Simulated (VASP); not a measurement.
```
SnTe
1.0
    0.00000     3.16000     3.16000
    3.16000     0.00000     3.16000
    3.16000     3.16000     0.00000
Sn Te
1 1
Cartesian
  0.00000   0.00000   0.00000
  3.16000   3.16000   3.16000
```

All values below come from PBE GGA, VASP's PBE PAW potentials (set 64) (plane waves; VASP). Run with 400 eV cut-off, 7×7×7 Γ-centred mesh, Gaussian smearing of 0.050 eV, potentials Sn_d Te.

**Question.** Give the stress tensor in GPa (positive for a compressed cell).

**Answer.** 
```
1.73  0.00  0.00
0.00  1.73  0.00
0.00  0.00  1.73
```
The pressure is its mean diagonal, 1.73 GPa.

The compound is SnTe in the rock salt structure, which distorts at low temperature. The cell was not relaxed at this level.
